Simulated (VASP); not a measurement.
# NaCl: exact exchange and RPA correlation, part 3 of 6

Wanted: where the RPA puts the energy minimum of NaCl. The scan starts from a database cell scaled to its smallest volume. The cell is of the rock-salt type. The start is a cell from a database of measured crystal structures.

VASP 6.6.1, plane waves and PAW; the level of theory is named at each step.

So far. Step 8 (Comparison: HSE06, volume ratio 0.94): Its energy is -4.9570 eV an atom, on a zero of its own. Step 9 (Orbitals, volume ratio 0.97): The run ends at a pressure of 1.72 GPa.

The database entry behind the starting cell differs from other determinations of this structure, so it need not match the best structure at room temperature.

## Step 10: Exact exchange, volume ratio 0.97

This step: Hartree-Fock energy on PBE orbitals; plane waves and PAW (Cl_GW, Na_sv_GW) (VASP 6.6.1).

Exact exchange at this point.

INCAR

```
SYSTEM = NaCl
PREC = Accurate
ENCUT = 510
ISMEAR = 0
SIGMA = 0.05
LREAL = .FALSE.
GGA = PE
NBANDS = 14
ALGO = Eigenval
NELM = 1
LHFCALC = .TRUE.
AEXX = 1
ALDAC = 0
AGGAC = 0
PRECFOCK = Normal
LWAVE = .FALSE.
LCHARG = .FALSE.
```

POSCAR

```
NaCl
1.0
    0.0000000000      2.7816142209      2.7816142209
    2.7816142209      0.0000000000      2.7816142209
    2.7816142209      2.7816142209      0.0000000000
Cl Na
1 1
Direct
    0.5000000000      0.5000000000      0.5000000000
    0.0000000000      0.0000000000      0.0000000000
```

KPOINTS

```
Automatic mesh
0
Gamma
4 4 4
0 0 0
```

Potentials, in the order of the species: Cl_GW and Na_sv_GW (PBE family, release 64).

The run starts from files that an earlier step left in the folder.

The run is started by

```bash
> mpirun -np 8 vasp_std
```

Log:

```text
[banner, memory and clock lines left out]
running    8 mpi-ranks, on    1 nodes
[...]
[... a notice as in an earlier step ...]

 LDA part: xc-table for (Slater+PW92), standard interpolation
 [... a notice as in an earlier step ...]

 found WAVECAR, reading the header
  number of bands has changed, file:    14 present:    16
  trying to continue reading WAVECAR, but it might fail
 POSCAR, INCAR and KPOINTS ok, starting setup
[...]
reading WAVECAR
 random initialization beyond band           14
 the WAVECAR file was read successfully
 initial charge from wavefunction
 entering main loop
       N       E                     dE             d eps       ncg     rms          rms(c)
EIG:   1    -0.142463E+02   -0.14246E+02    0.00000E+00     0   0.000E+00
   1 F= -.14246343E+02 E0= -.14246343E+02  d E =-.213215E-46
```

It took 7.6 s on 8 MPI ranks of Intel Xeon Platinum 8124M at 3.00GHz (Skylake/Cascade Lake), shared host; peak memory 0.97 GiB; 56 s of CPU time.

From OUTCAR (step 10):

```text
 POSITION                                       TOTAL-FORCE (eV/Angst)
 -----------------------------------------------------------------------------------
      2.78161      2.78161      2.78161         0.000000      0.000000      0.000000
      0.00000      0.00000      0.00000        -0.000000     -0.000000     -0.000000
 -----------------------------------------------------------------------------------
    total drift:                               -0.000000     -0.000000     -0.000002

  FREE ENERGIE OF THE ION-ELECTRON SYSTEM (eV)
  ---------------------------------------------------
  free  energy   TOTEN  =       -14.2463428509 eV

  energy  without entropy=      -14.2463428509  energy(sigma->0) =      -14.24634285

[... 2 parts as in an earlier step ...]

[... 1 further part left out ...]
[key lines of the parts left out:]
E-fermi :  -0.1946
```

The Hartree-Fock energy on these orbitals is -7.1232 eV an atom.

## Step 11: Empty bands, volume ratio 0.97

This step: PBE; plane waves and PAW (Cl_GW, Na_sv_GW) (VASP 6.6.1).

The empty bands are made again, for the run that follows.

INCAR

```
SYSTEM = NaCl
PREC = Accurate
ENCUT = 510
ISMEAR = 0
SIGMA = 0.05
LREAL = .FALSE.
GGA = PE
NBANDS = 1152
ALGO = Exact
NELM = 1
LWAVE = .TRUE.
LCHARG = .FALSE.
LOPTICS = .TRUE.
NEDOS = 1000
CSHIFT = 0.1
```

POSCAR is that of step 10.

KPOINTS is that of step 10.

The run is started by

```bash
> mpirun -np 8 vasp_std
```

Log:

```text
[banner, memory and clock lines left out]
running    8 mpi-ranks, on    1 nodes
[...]
[... a notice as in an earlier step ...]

 LDA part: xc-table for (Slater+PW92), standard interpolation
 found WAVECAR, reading the header
  number of bands has changed, file:    14 present:  1152
  trying to continue reading WAVECAR, but it might fail
 POSCAR, INCAR and KPOINTS ok, starting setup
[...]
reading WAVECAR
 random initialization beyond band           14
 the WAVECAR file was read successfully
 initial charge from wavefunction
 entering main loop
       N       E                     dE             d eps       ncg     rms          rms(c)
DIA:   1    -0.883983E+01   -0.88398E+01    0.00000E+00     0   0.000E+00
   1 F= -.88398266E+01 E0= -.88398266E+01  d E =-.115813E-39
 writing wavefunctions
 optical routines
 imaginary and real dielectric function
 recalculating local potential from charge density
 direction            1
 direction            2
 direction            3
```

Wall time 9.2 s (8 MPI ranks); peak memory 1.5 GiB; 68 s of CPU time.

From OUTCAR (step 11):

```text
  Total        0.4628977      0.4628977      0.4628977      0.0000000      0.0000000      0.0000000
  in kB       17.2295871     17.2295871     17.2295871      0.0000000      0.0000000      0.0000000
  external PRESSURE =      17.2295871 kB  Pullay stress =       0.0000000 kB

 POSITION                                       TOTAL-FORCE (eV/Angst)
 -----------------------------------------------------------------------------------
      2.78161      2.78161      2.78161         0.000000      0.000000      0.000000
      0.00000      0.00000      0.00000        -0.000000      0.000000      0.000000
 -----------------------------------------------------------------------------------
    total drift:                               -0.000000      0.000000      0.000000

  FREE ENERGIE OF THE ION-ELECTRON SYSTEM (eV)
  ---------------------------------------------------
  free  energy   TOTEN  =        -8.8398265843 eV

  energy  without entropy=       -8.8398265843  energy(sigma->0) =       -8.83982658

[... 1 part as in an earlier step ...]

[... 2 further parts left out ...]
[key lines of the parts left out:]
E-fermi :  -0.2348
```

WAVECAR now holds 1152 bands for 16 electrons.

## Step 12: RPA correlation, volume ratio 0.97

This step: RPA correlation on PBE orbitals; plane waves and PAW (Cl_GW, Na_sv_GW) (VASP 6.6.1).

RPA correlation at this point.

INCAR

```
SYSTEM = NaCl
PREC = Accurate
ENCUT = 510
ISMEAR = 0
SIGMA = 0.05
LREAL = .FALSE.
GGA = PE
NBANDS = 1152
ALGO = ACFDT
ENCUTGW = 200
NOMEGA = 12
PRECFOCK = Fast
LWAVE = .FALSE.
LCHARG = .FALSE.
```

POSCAR is that of step 11.

KPOINTS is that of step 11.

The run is started by

```bash
> mpirun -np 8 vasp_std
```

Log:

```text
[banner, memory and clock lines left out]
running    8 mpi-ranks, on    1 nodes
[...]
[... a notice as in an earlier step ...]

 LDA part: xc-table for (Slater+PW92), standard interpolation
 found WAVECAR, reading the header
 POSCAR, INCAR and KPOINTS ok, starting setup
[...]
reading WAVECAR
 the WAVECAR file was read successfully
 initial charge from wavefunction
 available memory per node:     12.90 GB, setting MAXMEM to     13205

 The Fermi energy was updated, please check that it is located mid-gap
 values below the HOMO (VB) or above the LUMO (CB) will cause erroneous energies
 E-fermi :   1.9417

 the WAVEDER file was read successfully
 set NWRITE>2 for more details about minimax calculation
 number of imaginary grid points requested:      12
 number of distinct grids requested:  1
 quadrature errors minimized for energies in [ 0.528E+01, 0.554E+03 ]
 bosonic grid (T=0, re) determined with error: 0.1937E-08
 bosonic grid (re): 0.1937E-08
[...]
NQ=   2    0.2500    0.0000    0.0000,
|.........|.........|.........|.........
 performed      14056000 updates of chi_q(r,r)
 total number of BLAS operations       8911.82 Gflops
NQ=   3    0.5000    0.0000    0.0000,
|.........|.........|.........|.........
 performed      21084000 updates of chi_q(r,r)
 total number of BLAS operations      13071.93 Gflops
NQ=   4    0.2500    0.2500    0.0000,
|.........|.........|.........|.........
 performed      28112000 updates of chi_q(r,r)
 total number of BLAS operations      17800.86 Gflops
NQ=   5    0.5000    0.2500    0.0000,
|.........|.........|.........|.........
 performed      35140000 updates of chi_q(r,r)
 total number of BLAS operations      21930.44 Gflops
NQ=   6   -0.2500    0.2500    0.0000,
|.........|.........|.........|.........
 performed      42168000 updates of chi_q(r,r)
 total number of BLAS operations      26121.20 Gflops
NQ=   7    0.5000    0.5000    0.0000,
|.........|.........|.........|.........
 performed      49196000 updates of chi_q(r,r)
 total number of BLAS operations      30720.58 Gflops
NQ=   8   -0.2500    0.5000    0.2500,
|.........|.........|.........|.........
 performed      56224000 updates of chi_q(r,r)
 total number of BLAS operations      34639.58 Gflops
 entering main loop
```

Wall time 2.4 min (8 MPI ranks); peak memory 2.7 GiB.

OUTCAR, selected parts (step 12):

```text
      cutoff energy     smooth cutoff   RPA   correlation   Hartree contr. to MP2
---------------------------------------------------------------------------------
            200.000           160.000      -15.5271841206      -21.3715615745
            190.476           152.381      -15.2363464902      -20.9958504406
            181.406           145.125      -14.9375715667      -20.6104593714
            172.768           138.214      -14.6345426139      -20.2203404721
            164.541           131.632      -14.3217634526      -19.8187445258
            156.705           125.364      -14.0078076215      -19.4169444793
            149.243           119.394      -13.6895589733      -19.0108903553
            142.136           113.709      -13.3654492752      -18.5988608572
  linear regression

[... 2 parts as in an earlier step ...]

[... 2 further parts left out ...]
[key lines of the parts left out:]
E-fermi :   1.9417
```

The correlation energy is -9.3482 eV an atom, +14 meV against the point before. With exact exchange the total is -16.4713 eV an atom.

## Step 13: Comparison: r2SCAN, volume ratio 0.97

This step: r2SCAN; plane waves and PAW (Cl_GW, Na_sv_GW) (VASP 6.6.1).

The comparison at this point.

INCAR

```
SYSTEM = NaCl
PREC = Accurate
ENCUT = 510
EDIFF = 1E-06
NELM = 100
ISMEAR = 0
SIGMA = 0.05
LREAL = .FALSE.
ALGO = Normal
METAGGA = R2SCAN
LASPH = .TRUE.
NBANDS = 14
LWAVE = .FALSE.
LCHARG = .FALSE.
KPAR = 8
```

POSCAR is that of step 12.

KPOINTS is that of step 12.

The run is started by

```bash
> mpirun -np 8 vasp_std
```

Log:

```text
[banner, memory and clock lines left out]
running    8 mpi-ranks, on    1 nodes
[...]
[... a notice as in an earlier step ...]

 [... a notice as in an earlier step ...]

 LDA part: xc-table for (None), standard interpolation
 POSCAR, INCAR and KPOINTS ok, starting setup
[...]
entering main loop
       N       E                     dE             d eps       ncg     rms          rms(c)
DAV:   1     0.118493E+03    0.11849E+03   -0.78130E+03   230   0.113E+03
DAV:   2    -0.118130E+02   -0.13031E+03   -0.12146E+03   236   0.342E+02
DAV:   3    -0.183665E+02   -0.65535E+01   -0.64884E+01   296   0.702E+01
DAV:   4    -0.186021E+02   -0.23569E+00   -0.23558E+00   344   0.137E+01
[...]
DAV:  11    -0.159305E+02    0.80117E-04   -0.53512E-05   260   0.123E-01    0.405E-03
DAV:  12    -0.159304E+02    0.18288E-04   -0.13759E-06   240   0.208E-02    0.320E-04
DAV:  13    -0.159304E+02    0.68842E-07   -0.36248E-07   160   0.692E-03
   1 F= -.15930433E+02 E0= -.15930433E+02  d E =-.107083E-23
```

It took 9.8 s on 8 MPI ranks; peak memory 1.3 GiB; 74 s of CPU time.

From OUTCAR (step 13):

```text
  Total        0.1177700      0.1177700      0.1177700      0.0000000      0.0000000     -0.0000000
  in kB        4.3835364      4.3835364      4.3835364      0.0000000      0.0000000     -0.0000000
  external PRESSURE =       4.3835364 kB  Pullay stress =       0.0000000 kB

 POSITION                                       TOTAL-FORCE (eV/Angst)
 -----------------------------------------------------------------------------------
      2.78161      2.78161      2.78161         0.000000      0.000000     -0.000000
      0.00000      0.00000      0.00000        -0.000000     -0.000000      0.000000
 -----------------------------------------------------------------------------------
    total drift:                               -0.000000      0.000000      0.000000

  FREE ENERGIE OF THE ION-ELECTRON SYSTEM (eV)
  ---------------------------------------------------
  free  energy   TOTEN  =       -15.9304328819 eV

  energy  without entropy=      -15.9304328819  energy(sigma->0) =      -15.93043288

[... 2 parts as in an earlier step ...]

[... 1 further part left out ...]
[key lines of the parts left out:]
E-fermi :  -0.7976
```

Its energy is -7.9652 eV an atom, on a zero of its own.

## Step 14: Orbitals for comparison: HSE06, volume ratio 0.97

This step: PBE; plane waves and PAW (Cl_GW, Na_sv_GW) (VASP 6.6.1).

Starting orbitals, as before.

INCAR

```
SYSTEM = NaCl
PREC = Accurate
ENCUT = 510
EDIFF = 1E-05
NELM = 100
ISMEAR = 0
SIGMA = 0.05
LREAL = .FALSE.
ALGO = Normal
GGA = PE
NBANDS = 14
LORBIT = 11
LWAVE = .TRUE.
LCHARG = .FALSE.
KPAR = 8
```

POSCAR is that of step 13.

KPOINTS is that of step 13.

The run is started by

```bash
> mpirun -np 8 vasp_std
```

Log:

```text
[... set-up lines as in an earlier step ...]
 entering main loop
       N       E                     dE             d eps       ncg     rms          rms(c)
[... 10 cycles as in an earlier step ...]
DAV:  11    -0.883983E+01   -0.11919E-05   -0.19596E-06   208   0.154E-02
   1 F= -.88398263E+01 E0= -.88398263E+01  d E =-.118993E-20
 writing wavefunctions
```

The job ended after 3 s (8 MPI ranks; peak memory 1.3 GiB).

OUTCAR, selected parts (step 14):

```text
  Total        0.4627883      0.4627883      0.4627883     -0.0000000     -0.0000000     -0.0000000
  in kB       17.2255185     17.2255185     17.2255185     -0.0000000     -0.0000000     -0.0000000
  external PRESSURE =      17.2255185 kB  Pullay stress =       0.0000000 kB

 POSITION                                       TOTAL-FORCE (eV/Angst)
 -----------------------------------------------------------------------------------
      2.78161      2.78161      2.78161         0.000000      0.000000      0.000000
      0.00000      0.00000      0.00000        -0.000000     -0.000000      0.000000
 -----------------------------------------------------------------------------------
    total drift:                               -0.000000      0.000000      0.000000

  FREE ENERGIE OF THE ION-ELECTRON SYSTEM (eV)
  ---------------------------------------------------
  free  energy   TOTEN  =        -8.8398263468 eV

  energy  without entropy=       -8.8398263468  energy(sigma->0) =       -8.83982635

[... 2 parts as in an earlier step ...]

[... 1 further part left out ...]
[key lines of the parts left out:]
E-fermi :  -0.3746
```

The run ends at a pressure of 1.72 GPa.

## Step 15: Comparison: HSE06, volume ratio 0.97

This step: HSE06; plane waves and PAW (Cl_GW, Na_sv_GW) (VASP 6.6.1).

The comparison at this point.

INCAR

```
SYSTEM = NaCl
PREC = Accurate
ENCUT = 510
EDIFF = 1E-06
NELM = 100
ISMEAR = 0
SIGMA = 0.05
LREAL = .FALSE.
ALGO = Normal
LHFCALC = .TRUE.
AEXX = 0.25
GGA = PE
HFSCREEN = 0.2
LASPH = .TRUE.
NBANDS = 14
PRECFOCK = Fast
LWAVE = .FALSE.
LCHARG = .FALSE.
KPAR = 8
```

POSCAR is that of step 14.

KPOINTS is that of step 14.

The WAVECAR or CHGCAR of an earlier step is read.

The run is started by

```bash
> mpirun -np 8 vasp_std
```

Log:

```text
[... set-up lines as in an earlier step ...]
 entering main loop
       N       E                     dE             d eps       ncg     rms          rms(c)
DAV:   1    -0.992985E+01   -0.99299E+01   -0.13834E-01   236   0.409E+00    0.288E-01
DAV:   2    -0.993033E+01   -0.47731E-03   -0.48641E-03   344   0.124E+00    0.172E-01
DAV:   3    -0.993001E+01    0.31690E-03   -0.61114E-04   302   0.496E-01    0.919E-02
DAV:   4    -0.992995E+01    0.57536E-04   -0.71752E-05   296   0.145E-01    0.521E-02
DAV:   5    -0.992994E+01    0.17220E-04   -0.94678E-06   304   0.395E-02    0.309E-02
DAV:   6    -0.992993E+01    0.57834E-05   -0.25572E-06   260   0.157E-02    0.186E-02
DAV:   7    -0.992993E+01    0.19342E-05   -0.91841E-07   190   0.102E-02    0.114E-02
DAV:   8    -0.992993E+01    0.64437E-06   -0.56144E-07   172   0.849E-03
   1 F= -.99299290E+01 E0= -.99299290E+01  d E =-.186474E-22
```

Wall time 18 s (8 MPI ranks); peak memory 2 GiB.

OUTCAR, selected parts (step 15):

```text
 POSITION                                       TOTAL-FORCE (eV/Angst)
 -----------------------------------------------------------------------------------
      2.78161      2.78161      2.78161         0.000000      0.000000      0.000000
      0.00000      0.00000      0.00000        -0.000000      0.000000     -0.000000
 -----------------------------------------------------------------------------------
    total drift:                                0.000000      0.000000     -0.000000

  FREE ENERGIE OF THE ION-ELECTRON SYSTEM (eV)
  ---------------------------------------------------
  free  energy   TOTEN  =        -9.9299289582 eV

  energy  without entropy=       -9.9299289582  energy(sigma->0) =       -9.92992896

[... 2 parts as in an earlier step ...]

[... 1 further part left out ...]
[key lines of the parts left out:]
E-fermi :  -1.3729
```

Its energy is -4.9650 eV an atom, on a zero of its own.

## Step 16: Orbitals, volume ratio 1

This step: PBE; plane waves and PAW (Cl_GW, Na_sv_GW) (VASP 6.6.1).

The same chain follows at a volume ratio of 1.

INCAR

```
SYSTEM = NaCl
PREC = Accurate
ENCUT = 510
EDIFF = 1E-08
NELM = 100
ISMEAR = 0
SIGMA = 0.05
LREAL = .FALSE.
ALGO = Normal
GGA = PE
NBANDS = 14
LORBIT = 11
LWAVE = .TRUE.
LCHARG = .FALSE.
KPAR = 8
```

POSCAR

```
NaCl
1.0
    0.0000000000      2.8100000000      2.8100000000
    2.8100000000      0.0000000000      2.8100000000
    2.8100000000      2.8100000000      0.0000000000
Cl Na
1 1
Direct
    0.5000000000      0.5000000000      0.5000000000
    0.0000000000      0.0000000000      0.0000000000
```

KPOINTS is that of step 15.

The run is started by

```bash
> mpirun -np 8 vasp_std
```

Log:

```text
[... set-up lines as in an earlier step ...]
 entering main loop
       N       E                     dE             d eps       ncg     rms          rms(c)
DAV:   1     0.131856E+03    0.13186E+03   -0.76024E+03   224   0.106E+03
DAV:   2    -0.239491E+01   -0.13425E+03   -0.12383E+03   260   0.324E+02
DAV:   3    -0.879259E+01   -0.63977E+01   -0.63549E+01   290   0.695E+01
DAV:   4    -0.898190E+01   -0.18931E+00   -0.18923E+00   314   0.126E+01
[...]
DAV:  12    -0.885313E+01   -0.39425E-06   -0.58749E-07   266   0.571E-03    0.113E-03
DAV:  13    -0.885313E+01    0.16667E-06   -0.86878E-08   278   0.268E-03    0.746E-05
DAV:  14    -0.885313E+01    0.53917E-08   -0.31597E-09   202   0.486E-04
   1 F= -.88531288E+01 E0= -.88531288E+01  d E =-.204555E-11
 writing wavefunctions
```

Wall time 3.4 s (8 MPI ranks); peak memory 1.3 GiB.

From OUTCAR (step 16):

```text
  Total        0.2194219      0.2194219      0.2194219     -0.0000000     -0.0000000      0.0000000
  in kB        7.9221231      7.9221231      7.9221231     -0.0000000     -0.0000000      0.0000000
  external PRESSURE =       7.9221231 kB  Pullay stress =       0.0000000 kB

 POSITION                                       TOTAL-FORCE (eV/Angst)
 -----------------------------------------------------------------------------------
      2.81000      2.81000      2.81000         0.000000      0.000000      0.000000
      0.00000      0.00000      0.00000         0.000000      0.000000     -0.000000
 -----------------------------------------------------------------------------------
    total drift:                               -0.000000      0.000000      0.000000

  FREE ENERGIE OF THE ION-ELECTRON SYSTEM (eV)
  ---------------------------------------------------
  free  energy   TOTEN  =        -8.8531287846 eV

  energy  without entropy=       -8.8531287846  energy(sigma->0) =       -8.85312878

[... 1 part as in an earlier step ...]

[... 2 further parts left out ...]
[key lines of the parts left out:]
E-fermi :  -0.6477
```

The run ends at a pressure of 0.79 GPa.

(Continued in part 4 of 6.)

[Long decimals in the printed logs are rounded to 6 places.]

[Lines on the potential files, build, host, timing and source positions are cut from VASP's logs without a mark.]

[Logs are printed without paths, hosts, clocks, repeated set-up lines and the standing remarks that a program may print on its own settings, such as how far it seeks lower states.]

[Hosts, paths, dates, database ids (printed as entryN), source tags and the programs' standing remarks are cut or masked in the printed files.]

[Measured values are set beside computed ones only where the two were judged alike; some that the calculation misses by far are left out.]

[Pressures printed for these runs are not shown converged in the cutoff: they can be off by several GPa and have the wrong sign.]
